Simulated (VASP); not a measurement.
# A VASP study of SiGeC2 (PW91): structure first, properties next

What structure does SiGeC2 take at this level, and what are its properties? The steps: rough relaxation of the start cell, relaxing cell and atoms (PW91), single point with fields (PW91), bands along the symmetry lines (PW91), total and projected DOS (PW91), volume scan with PW91, fit for PW91, field gradients at the nuclei (PW91) and response to an electric field (PW91). The cell is invented: it takes the structure of COD entry 1011031, SiC (space group 216 there), with some of its atoms replaced by other elements, volume scaled by an estimate. It may not be a known or stable phase.

Calculated with VASP 6.6.1; PW91; plane waves and PAW (Ge_d, Si, C); invented cell.

Report form: the programs' logs are mostly left out.

### 1. Set-up

Before any relaxation, the start is as follows. The structure is trigonal, space group R3m (No. 160). The conventional cell has a = 3.124 Å, b = 3.124 Å, c = 15.306 Å, α = 90.00°, β = 90.00°, γ = 120.00°. Nearest to Ge lie 4 C at 1.91 Å. Si has 4 C at 1.91 Å nearest. C has 1 Si at 1.91 Å and 3 Ge at 1.91 Å nearest. Nearest to C lie 1 Ge at 1.91 Å and 3 Si at 1.91 Å. It derives from SiC. It takes the structure of COD entry 1011031, SiC (space group 216 there), with some of its atoms replaced by other elements, volume scaled by an estimate. Farther neighbours are not listed.

Coordinates:

```cif
data_structure
_symmetry_space_group_name_H-M 'P 1'
_symmetry_Int_Tables_number 1
_cell_length_a 5.4114
_cell_length_b 5.4114
_cell_length_c 5.4114
_cell_angle_alpha 33.557
_cell_angle_beta 33.557
_cell_angle_gamma 33.557
_cell_volume 43.13
loop_
_atom_site_label
_atom_site_type_symbol
_atom_site_fract_x
_atom_site_fract_y
_atom_site_fract_z
_atom_site_occupancy
Ge1 Ge 0.50000 0.50000 0.50000 1
Si2 Si 0.00000 0.00000 0.00000 1
C3 C 0.12500 0.12500 0.12500 1
C4 C 0.62500 0.62500 0.62500 1
```

### 2. Rough relaxation of the start cell

The start is only an estimate, so a cheap relaxation brings it near a minimum before any careful run. PW91 is the forerunner of PBE and gives much the same.

Contents of INCAR:

```
SYSTEM = SiGeC2
PREC = Normal
ENCUT = 520
EDIFF = 1E-05
NELM = 60
ISMEAR = -1
SIGMA = 0.05
LREAL = .FALSE.
ALGO = Fast
GGA = 91
NBANDS = 19
LORBIT = 11
LWAVE = .FALSE.
LCHARG = .FALSE.
KPAR = 2
IBRION = 2
NSW = 40
ISIF = 3
EDIFFG = -0.04
```

Contents of POSCAR:

```
SiGeC2
1.0
    1.5621450000      0.9019050000      5.1019430000
   -1.5621450000      0.9019050000      5.1019430000
    0.0000000000     -1.8038090000      5.1019430000
Ge Si C
1 1 2
Direct
    0.5000000000      0.5000000000      0.5000000000
    0.0000000000      0.0000000000      0.0000000000
    0.1250000000      0.1250000000      0.1250000000
    0.6250000000      0.6250000000      0.6250000000
```

Contents of KPOINTS:

```
Automatic mesh
0
Gamma
6 6 6
0 0 0
```

The projector-augmented-wave data sets are Ge_d, Si and C (PBE family, release 64).

Command:

```bash
mpirun -np 2 vasp_std
```

Wall time 75 s (2 MPI ranks of AMD EPYC 7R43, shared host); peak memory 0.29 GiB.

The gap is read on the k-mesh alone, so it is an upper bound where the band edges lie off the mesh, and a coarse mesh can show a gap where there is none. This relaxation is a rough one on cheap settings, only to bring the start near its minimum. The PAW data sets were made with PBE, which is usual practice but a small mismatch for other functionals. The run keeps the 6 symmetry operations of its start, so it cannot find a distortion of lower symmetry.

Step by step:

| step | energy less that of the first step (eV) | largest force (eV/Å) | pressure (GPa) | volume (Å³) |
| --- | --- | --- | --- | --- |
| 1 | 0.0000 | 1.5977 | 11.39 | 43.13 |
| 2 | -0.0615 | 0.5558 | -9.55 | 48.09 |
| 3 | -0.1547 | 0.3131 | -1.61 | 45.79 |
| 4 | -0.1547 | 0.3342 | -1.23 | 45.73 |
| 5 | -0.1596 | 0.0880 | 0.82 | 45.24 |
| 6 | -0.1601 | 0.0381 | 0.17 | 45.35 |

| conventional cell, symmetrised | before | after | change |
| --- | --- | --- | --- |
| a (Å) | 3.124 | 3.177 | +1.7 % |
| b (Å) | 3.124 | 3.177 | +1.7 % |
| c (Å) | 15.306 | 15.561 | +1.7 % |
| volume (Å³/atom) | 10.78 | 11.34 | +5.1 % |

The atoms that moved most (Å, as changes of fractional coordinates times the final cell):

| atom | dx | dy | dz | length |
| --- | --- | --- | --- | --- |
| C3 | 0.000 | 0.000 | -0.055 | 0.055 |
| C4 | 0.000 | 0.000 | 0.054 | 0.054 |
| Si2 | 0.000 | 0.000 | 0.007 | 0.007 |
| Ge1 | 0.000 | 0.000 | -0.006 | 0.006 |

The relaxed structure:

```cif
data_structure
_symmetry_space_group_name_H-M 'P 1'
_symmetry_Int_Tables_number 1
_cell_length_a 5.5018
_cell_length_b 5.5018
_cell_length_c 5.5018
_cell_angle_alpha 33.566
_cell_angle_beta 33.566
_cell_angle_gamma 33.566
_cell_volume 45.35
loop_
_atom_site_label
_atom_site_type_symbol
_atom_site_fract_x
_atom_site_fract_y
_atom_site_fract_z
_atom_site_occupancy
Ge1 Ge 0.49959 0.49959 0.49959 1
Si2 Si 0.00047 0.00047 0.00047 1
C3 C 0.12149 0.12149 0.12149 1
C4 C 0.62845 0.62845 0.62845 1
```

Numbers from this step:

```
electrons                              : 26
bands                                  : 19
irreducible k-points                   : 32
symmetry operations                    : 6
free energy (TOTEN)                    : -27.90 eV
Fermi energy                           : 8.098 eV
pressure                               : 0.1654 GPa
metallic, judged on the points sampled : no
valence top at k                       : 0, 0, 0
conduction bottom at k                 : 0.5, 0.5, 0
least direct gap at k                  : 0.5, 0.5, 0
SCF cycles over all ionic steps        : 46
gap on the k-mesh                      : 1.476 eV
least direct gap on the k-mesh         : 2.742 eV
```

It ends with a largest force of 0.038 eV/Å and a pressure of 0.17 GPa.

### 3. Relaxing cell and atoms (PW91)

Properties are meant for the cell that this level of theory prefers, so cell and atoms are relaxed first (ISIF = 3) until forces and stress are small; EDIFFG sets the threshold.

Contents of INCAR:

```
SYSTEM = SiGeC2
PREC = Accurate
ENCUT = 520
EDIFF = 1E-06
NELM = 100
ISMEAR = -1
SIGMA = 0.05
LREAL = .FALSE.
ALGO = Normal
GGA = 91
NBANDS = 19
LORBIT = 11
LWAVE = .FALSE.
LCHARG = .FALSE.
KPAR = 2
IBRION = 2
NSW = 60
ISIF = 3
EDIFFG = -0.01
```

Contents of POSCAR:

```
SiGeC2
1.0
    1.5886208512      0.9171908424      5.1869735523
   -1.5886208512      0.9171908424      5.1869735523
    0.0000000000     -1.8343806513      5.1869735494
Ge Si C
1 1 2
Direct
    0.4995852138      0.4995852138      0.4995852139
    0.0004743037      0.0004743037      0.0004743037
    0.1214886734      0.1214886734      0.1214886735
    0.6284518090      0.6284518090      0.6284518090
```

Contents of KPOINTS:

```
Automatic mesh
0
Gamma
10 10 10
0 0 0
```

Command:

```bash
mpirun -np 2 vasp_std
```

Elapsed: 7 min, on 2 MPI ranks; peak memory 0.62 GiB; 14 min of CPU time.

Relaxation path:

| step | energy less that of the first step (eV) | largest force (eV/Å) | pressure (GPa) | volume (Å³) |
| --- | --- | --- | --- | --- |
| 1 | 0.0000 | 0.0373 | 0.24 | 45.35 |
| 2 | 0.0000 | 0.0455 | -0.24 | 45.46 |
| 3 | -0.0001 | 0.0145 | 0.02 | 45.40 |
| 4 | -0.0001 | 0.0151 | -0.07 | 45.41 |
| 5 | -0.0001 | 0.0163 | -0.06 | 45.40 |
| 6 | -0.0001 | 0.0150 | -0.02 | 45.40 |
| 7 | -0.0001 | 0.0046 | 0.01 | 45.40 |

| conventional cell, symmetrised | before | after | change |
| --- | --- | --- | --- |
| a (Å) | 3.177 | 3.177 | +0.0 % |
| b (Å) | 3.177 | 3.177 | +0.0 % |
| c (Å) | 15.561 | 15.577 | +0.1 % |
| volume (Å³/atom) | 11.34 | 11.35 | +0.1 % |

The relaxed structure:

```cif
data_structure
_symmetry_space_group_name_H-M 'P 1'
_symmetry_Int_Tables_number 1
_cell_length_a 5.5067
_cell_length_b 5.5067
_cell_length_c 5.5067
_cell_angle_alpha 33.537
_cell_angle_beta 33.537
_cell_angle_gamma 33.537
_cell_volume 45.40
loop_
_atom_site_label
_atom_site_type_symbol
_atom_site_fract_x
_atom_site_fract_y
_atom_site_fract_z
_atom_site_occupancy
Ge1 Ge 0.49961 0.49961 0.49961 1
Si2 Si 0.00042 0.00042 0.00042 1
C3 C 0.12144 0.12144 0.12144 1
C4 C 0.62852 0.62852 0.62852 1
```

Numbers from this step:

| Property | Result |
| --- | --- |
| irreducible k-points | 116 |
| free energy (TOTEN) | -27.91 eV |
| Fermi energy | 8.102 eV |
| pressure | 0.008411 GPa |
| SCF cycles over all ionic steps | 36 |
| gap on the k-mesh | 1.475 eV |
| least direct gap on the k-mesh | 2.744 eV |

It ends with a largest force of 0.005 eV/Å and a pressure of 0.01 GPa.

### 4. Single point with fields (PW91)

The relaxed cell gets a fresh self-consistent run, on a basis set for its own volume, to fix the density and to check the remaining stress.

INCAR, as its differences from that of step 3:

```diff
@@ -13,7 +13,5 @@
 LWAVE = .FALSE.
-LCHARG = .FALSE.
-KPAR = 2
-IBRION = 2
-NSW = 60
-ISIF = 3
-EDIFFG = -0.01
+LCHARG = .TRUE.
+ISIF = 2
+LELF = .TRUE.
+LVHAR = .TRUE.
```

Contents of POSCAR:

```
SiGeC2
1.0
    1.5887017391      0.9172375434      5.1921673752
   -1.5887017391      0.9172375434      5.1921673752
    0.0000000000     -1.8344740522      5.1921673721
Ge Si C
1 1 2
Direct
    0.4996131483      0.4996131483      0.4996131484
    0.0004234910      0.0004234910      0.0004234910
    0.1214411159      0.1214411159      0.1214411160
    0.6285222446      0.6285222446      0.6285222446
```

KPOINTS is that of step 3.

Command:

```bash
mpirun -np 2 vasp_std
```

It took 2.8 min on 2 MPI ranks; peak memory 0.43 GiB; 5.6 min of CPU time.

This step gave:

```yaml
scf_cycles: 13
bands: 20
fermi_energy: 8.101 eV
pressure: 0.02140 GPa
```

Valence electrons inside each PAW sphere by angular momentum. Sphere charges, by row:

| atom | s (e) | p (e) | d (e) | tot (e) |
| --- | --- | --- | --- | --- |
| Ge1 | 1.057 | 1.39 | 10.2 | 12.65 |
| Si2 | 0.703 | 0.935 | 0 | 1.639 |
| C3 | 0.837 | 1.639 | 0 | 2.475 |
| C4 | 0.831 | 1.627 | 0 | 2.458 |

ELF in the ac plane of the conventional cell at fractional y = 0.000, with atoms of Ge and Si and C within 0.2 Å of it. It is the smooth field of the valence electrons, not physical close to the nuclei.

Ten even steps from '0' (0.02) to '9' (0.91), each cell a mean:
```
12578877788742
22345555555432
00012233321100
00123444443200
00135777765310
00024677653100
11112344321111
56666533456666
24798754589863
56776421256776
66643100123566
21244433344321
22355666665432
22334555554322
00012333321100
00124677764200
00147999986310
00024677753100
00011233321100
55554333334555
35787533468874
46776321246875
99863100124689
22355544555432
```
Columns run along a (3.2 Å), rows up along c (15.6 Å), edges of the conventional cell, whose origin can differ from the input's. Atoms in or near the plane, at fractional coordinates: Ge at (0.00, 0.50), Si at (0.00, 0.00), C at (0.00, 0.12), C at (0.00, 0.63).

Valence density in the ac plane of the conventional cell at fractional y = 0.000, with atoms of Ge and Si and C within 0.2 Å of it. It is the smooth field of the valence electrons, not physical close to the nuclei.

Ten steps, logarithmic in the rise over the least value, from '0' (0 e/Å³) to '9' (13 e/Å³), each cell a mean:
```
01233322333321
11112222221111
00001111111000
00012233321100
00112334332100
00011233221100
00001111111000
33322211222233
55543222223455
55432111122345
54321100012245
99753211123689
98743322233578
22222222222222
00001111111000
00012223221100
00112334332100
00011222221000
00001111111000
32222222222222
55443222233455
55432111123455
44321100012234
01222211122220
```
Columns run along a (3.2 Å), rows up along c (15.6 Å), edges of the conventional cell, whose origin can differ from the input's. Atoms in or near the plane, at fractional coordinates: Ge at (0.00, 0.50), Si at (0.00, 0.00), C at (0.00, 0.12), C at (0.00, 0.63).

Electrostatic potential energy in the ac plane of the conventional cell at fractional y = 0.000, with atoms of Ge and Si and C within 0.2 Å of it. With pseudopotentials it is smooth inside the atoms' cores, unlike the true potential.

Ten even steps from '_' (-55 eV) to '@' (3 eV), each cell a mean:
```
__..--**%%@@@@@@@@%%%%++::__
%%%%%%@@@@@@@@@@@@@@@@@@%%%%
@@@@@@@@@@@@@@@@@@@@@@@@@@@@
@@@@@@@@@@%%######%%@@@@@@@@
@@@@@@@@@@%%%%##%%%%@@@@@@@@
@@@@@@@@@@@@@@@@@@@@@@@@@@@@
@@@@@@@@@@@@@@@@@@@@@@@@@@@@
%%%%@@@@@@%%%%%%%%%%@@@@%%%%
++--==%%%%%%%%%%%%%%%%##----
====**%%@@@@@@@@@@@@@@%%++==
****##%%@@@@@@@@@@@@@@%%##**
____::==##@@@@@@@@%%**--..__
....--++%%@@@@@@@@%%##==::..
##%%%%@@@@@@@@@@@@@@@@@@%%##
@@@@@@@@@@@@@@@@@@@@@@@@@@@@
@@@@@@@@@@%%%%%%%%%%@@@@@@@@
@@@@@@@@@@%%%%%%%%%%@@@@@@@@
@@@@@@@@@@@@@@@@@@@@@@@@@@@@
@@@@@@@@@@@@@@@@@@@@@@@@@@@@
%%@@@@@@@@%%######%%@@@@@@@@
==--++%%%%%%%%%%%%%%%%##----
==--++%%@@@@@@@@@@@@@@##==--
****##%%@@@@@@@@@@@@@@%%##**
____..++%%@@@@@@@@%%##==____
```
Columns run along a (3.2 Å; values clipped at the 3rd and 97th percentile), rows up along c (15.6 Å), edges of the conventional cell, whose origin can differ from the input's. Atoms in or near the plane, at fractional coordinates: Ge at (0.00, 0.50), Si at (0.00, 0.00), C at (0.00, 0.12), C at (0.00, 0.63).

In this run the pressure is 0.02 GPa, small enough to go on; single stress components reach 0.04 GPa.

### 5. Bands along the symmetry lines (PW91)

The mesh alone shows little of the dispersion and can miss band extrema, so KPOINTS_OPT adds a path through the symmetry points after the self-consistent cycle.

Contents of INCAR:

```
SYSTEM = SiGeC2
PREC = Accurate
ENCUT = 520
EDIFF = 1E-06
NELM = 100
ISMEAR = -1
SIGMA = 0.05
LREAL = .FALSE.
ALGO = Normal
GGA = 91
NBANDS = 27
LORBIT = 11
LWAVE = .FALSE.
LCHARG = .FALSE.
KPAR = 2
```

POSCAR is that of step 4.

KPOINTS is that of step 4.

Contents of KPOINTS_OPT:

```
Line mode
16
Line-mode
Reciprocal
  0.00000000   0.00000000   0.00000000 GAMMA
  0.50000000   0.00000000   0.00000000 L

  0.50000000   0.00000000   0.00000000 L
  0.50000000   0.18747200  -0.18747200 B1

  0.81252800   0.50000000   0.18747200 B
  0.50000000   0.50000000   0.50000000 Z

  0.50000000   0.50000000   0.50000000 Z
  0.00000000   0.00000000   0.00000000 GAMMA

  0.00000000   0.00000000   0.00000000 GAMMA
  0.34373600   0.00000000  -0.34373600 X

  0.65626400   0.34373600   0.00000000 Q
  0.50000000   0.50000000   0.00000000 F

  0.50000000   0.50000000   0.00000000 F
  0.65626400   0.65626400   0.18747200 P1

  0.65626400   0.65626400   0.18747200 P1
  0.50000000   0.50000000   0.50000000 Z

  0.50000000   0.00000000   0.00000000 L
  0.81252800   0.34373600   0.34373600 P
```

Command:

```bash
mpirun -np 2 vasp_std
```

The job ended after 6.2 min (2 MPI ranks; peak memory 0.73 GiB; 12 min of CPU time).

Spin-orbit coupling is off here; it would split degenerate levels, and where the valence top consists of them it lifts Ge p states by about 0.1 eV.

This step gave:

```
bands                             : 27
pressure                          : -0.02036 GPa
least gap on mesh and path        : 1.475 eV
least direct gap on mesh and path : 2.744 eV
```

Electronic bands along the path, in eV, zero at the valence-band top; v1 is the highest filled band, c1 the lowest empty one:

| point | v4 | v3 | v2 | v1 | c1 | c2 | c3 | c4 |
| --- | --- | --- | --- | --- | --- | --- | --- | --- |
| Γ | -1.36 | -0.13 | 0.00 | 0.00 | 4.04 | 4.62 | 6.48 | 6.48 |
| 0.47 of the way | -3.22 | -2.09 | -1.22 | -1.07 | 4.19 | 5.12 | 5.89 | 7.76 |
| L | -4.26 | -4.06 | -2.65 | -2.40 | 3.20 | 3.93 | 6.69 | 7.41 |
| 0.47 of the way | -4.88 | -4.76 | -3.16 | -2.99 | 4.65 | 5.35 | 6.51 | 7.57 |
| B1 | -5.13 | -5.02 | -2.80 | -2.57 | 3.62 | 4.08 | 7.35 | 7.99 |
| jump to B | -5.13 | -5.02 | -2.80 | -2.57 | 3.62 | 4.08 | 7.35 | 7.99 |
| 0.53 of the way | -3.28 | -3.10 | -1.90 | -1.66 | 4.43 | 4.74 | 5.98 | 6.88 |
| Z | -1.07 | -1.07 | -0.48 | -0.48 | 4.68 | 4.77 | 7.02 | 7.02 |
| 0.47 of the way | -1.23 | -1.23 | -0.24 | -0.24 | 4.33 | 5.02 | 6.69 | 6.80 |
| Γ | -1.36 | -0.13 | 0.00 | 0.00 | 4.04 | 4.62 | 6.48 | 6.48 |
| 0.53 of the way | -4.60 | -3.59 | -3.01 | -0.71 | 5.02 | 5.72 | 6.74 | 7.11 |
| X | -5.65 | -4.67 | -3.07 | -2.50 | 3.37 | 4.98 | 6.72 | 7.96 |
| jump to Q | -5.65 | -4.67 | -3.07 | -2.50 | 3.37 | 4.98 | 6.72 | 7.96 |
| 0.53 of the way | -4.58 | -3.23 | -2.51 | -1.67 | 2.22 | 4.51 | 5.38 | 6.15 |
| F | -3.43 | -3.42 | -1.30 | -1.27 | 1.47 | 3.43 | 4.40 | 6.94 |
| 0.47 of the way | -3.48 | -3.40 | -1.49 | -1.31 | 1.56 | 3.55 | 4.51 | 6.88 |
| P1 | -3.61 | -3.30 | -2.07 | -1.47 | 1.83 | 3.91 | 4.77 | 6.54 |
| 0.47 of the way | -3.28 | -2.61 | -2.46 | -0.92 | 3.29 | 5.16 | 5.72 | 7.07 |
| Z | -1.07 | -1.07 | -0.48 | -0.48 | 4.68 | 4.77 | 7.02 | 7.02 |
| jump to L | -4.26 | -4.06 | -2.65 | -2.40 | 3.20 | 3.93 | 6.69 | 7.41 |
| 0.47 of the way | -4.32 | -3.28 | -2.98 | -1.99 | 2.68 | 4.47 | 5.40 | 6.99 |
| P | -3.61 | -3.30 | -2.07 | -1.47 | 1.83 | 3.91 | 4.77 | 6.54 |

Of the projections kept (Ge, Si, C), the largest for each band there, as a share of the weight inside these atoms' spheres; weight between the spheres isn't counted:

| point | v4 | v3 | v2 | v1 | c1 | c2 | c3 | c4 |
| --- | --- | --- | --- | --- | --- | --- | --- | --- |
| Γ | C 0.68 | C 0.78 | C 0.74 | C 0.74 | C 0.51 | C 0.63 | Si 0.67 | Si 0.67 |
| L | C 0.51 | C 0.49 | C 0.62 | C 0.53 | Si 0.58 | Ge 0.70 | C 0.61 | C 0.60 |
| B1 | C 0.51 | Ge 0.46 | C 0.58 | C 0.54 | Ge 0.55 | C 0.39 | C 0.68 | C 0.61 |
| B | C 0.51 | Ge 0.46 | C 0.58 | C 0.54 | Ge 0.55 | C 0.39 | C 0.68 | C 0.61 |
| Z | C 0.77 | C 0.77 | C 0.63 | C 0.63 | Ge 0.51 | Si 0.49 | Si 0.81 | Si 0.81 |
| Γ | C 0.68 | C 0.78 | C 0.74 | C 0.74 | C 0.51 | C 0.63 | Si 0.67 | Si 0.67 |

The path finds the gap of the mesh within 0.02 eV, so the mesh comes close to both band edges.

### 6. Total and projected DOS (PW91)

Here the states are counted by energy and projected on the atoms. The mesh is finer than in the run before.

INCAR, as its differences from that of step 5:

```diff
@@ -5,3 +5,3 @@
 NELM = 100
-ISMEAR = -1
+ISMEAR = -5
 SIGMA = 0.05
@@ -15 +15,2 @@
 KPAR = 2
+NEDOS = 2001
```

POSCAR is that of step 5.

Contents of KPOINTS:

```
Automatic mesh
0
Gamma
14 14 14
0 0 0
```

Command:

```bash
mpirun -np 2 vasp_std
```

Elapsed: 9.1 min, on 2 MPI ranks; peak memory 0.9 GiB.

This step gave:

| Item | Value |
| --- | --- |
| irreducible k-points | 288 |
| Fermi energy | 7.365 eV |
| pressure | -0.01840 GPa |

The density of states has structure finer than the step of the table below, so its rows give means over 1 eV, whole bins alone (the curve runs from -12.0 to 8.63 eV). Peaks (eV: height): total -7.8: 2.88, 4.8: 2.87, 6.9: 2.83, 7.9: 2.62; C p -7.8: 0.430, -3.4: 0.711, -1.5: 0.801, 6.9: 0.378; Ge p -3.4: 0.291, -2.3: 0.302, 6.9: 0.297, 7.9: 0.404; Si p -3.4: 0.248, 4.9: 0.120, 6.9: 0.245, 7.9: 0.278; Ge d -1.4: 0.0621, 4.8: 0.158, 6.9: 0.112, 7.9: 0.117.

States under -12.0 eV and over 8.6 eV are left out. The density of states by energy, zero at the valence-band top; means over each step; 7 of 8 lines; values in states/eV/cell:

| energy (eV) | total | C p | Ge p | Si p | Ge d | C s | Ge s |
| --- | --- | --- | --- | --- | --- | --- | --- |
| -11 | 1.18 | 0.0129 | 0.0730 | 0.0504 | 0.0186 | 0.434 | 0.0672 |
| -10 | 0.171 | 6.9e-4 | 0.0135 | 0.00942 | 0.00333 | 0.0718 | 0.00301 |
| -9 | 0.0498 | 0.00712 | 0.00376 | 0.00225 | 1.6e-4 | 0.00216 | 0.0118 |
| -8 | 1.41 | 0.208 | 0.0705 | 0.0454 | 0.00762 | 0.0735 | 0.313 |
| -7 | 1.09 | 0.172 | 0.0609 | 0.0457 | 0.0134 | 0.0929 | 0.0999 |
| -6 | 0.611 | 0.105 | 0.0393 | 0.0346 | 0.0107 | 0.0678 | 0.0504 |
| -5 | 1.38 | 0.303 | 0.155 | 0.111 | 0.0194 | 0.0542 | 0.0427 |
| -4 | 1.68 | 0.427 | 0.197 | 0.143 | 0.0270 | 0.0476 | 0.0353 |
| -3 | 2.18 | 0.652 | 0.250 | 0.210 | 0.0376 | 0.0348 | 0.0284 |
| -2 | 2.14 | 0.740 | 0.273 | 0.157 | 0.0519 | 0.0212 | 0.0158 |
| -1 | 1.27 | 0.507 | 0.150 | 0.0670 | 0.0505 | 0.00814 | 0.00512 |
| 0 | 0.205 | 0.0914 | 0.0196 | 0.00535 | 0.0125 | 7.2e-4 | 3.4e-4 |
| 1 | 5.3e-5 | 0 | 4.1e-6 | 6.1e-6 | 2.0e-6 | 4.1e-6 | 0 |
| 2 | 0.182 | 0.00678 | 0.0109 | 0.0116 | 0.0124 | 0.0147 | 0.00257 |
| 3 | 0.566 | 0.0378 | 0.0328 | 0.0345 | 0.0328 | 0.0339 | 0.0177 |
| 4 | 1.27 | 0.131 | 0.0662 | 0.0608 | 0.0679 | 0.0657 | 0.0997 |
| 5 | 2.24 | 0.279 | 0.116 | 0.0886 | 0.122 | 0.182 | 0.164 |
| 6 | 1.48 | 0.244 | 0.0904 | 0.0860 | 0.0553 | 0.0903 | 0.119 |
| 7 | 2.34 | 0.309 | 0.257 | 0.214 | 0.0970 | 0.114 | 0.0556 |
| 8 | 2.22 | 0.321 | 0.339 | 0.222 | 0.0975 | 0.0556 | 0.0214 |

The gap on this mesh is 1.47 eV. In the top eV of the valence band the largest shares in the PAW spheres are C p 42 %, Ge p 11 % and Ge d 5 %. The rest lies in smaller channels or between the spheres.

(Continued in part 2 of 2.)

[Lines on the potential files, build, host, timing and source positions are cut from VASP's logs without a mark.]

[Logs are printed without paths, hosts, clocks, repeated set-up lines and the standing remarks that a program may print on its own settings, such as how far it seeks lower states.]

[Hosts, paths, dates, database ids (printed as entryN), source tags and the programs' standing remarks are cut or masked in the printed files.]

[A measured line is paired with the nearest computed mode of its activity, which favours agreement.]

[In band tables of VASP the shares of atoms and orbitals are scaled to a sum of 1 inside the atoms' spheres.]
